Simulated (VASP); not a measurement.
Input:

```
CELL_PARAMETERS angstrom
      0.00000     3.30116     3.30116
      3.30116     0.00000     3.30116
      3.30116     3.30116     0.00000
ATOMIC_POSITIONS crystal
  Na 0.25000 0.25000 0.25000
  Na 0.75000 0.75000 0.75000
  S  0.00000 0.00000 0.00000
```

These are MS2 meta-GGA, VASP's PBE PAW potentials (set 64) (plane waves; VASP) values and carry that method's errors. Run with 520 eV cut-off, 6×6×6 Γ-centred mesh, Gaussian smearing of 0.050 eV, potentials Na_pv S.

Question: Give the stress tensor in GPa (positive for a compressed cell).

Answer: 
```
-1.67   0.00   0.00
 0.00  -1.67   0.00
 0.00   0.00  -1.67
```
The pressure is its mean diagonal, -1.67 GPa.

The compound is Na2S in the antifluorite structure. This cell is one point of a volume scan, at 1.06 of the reference volume.
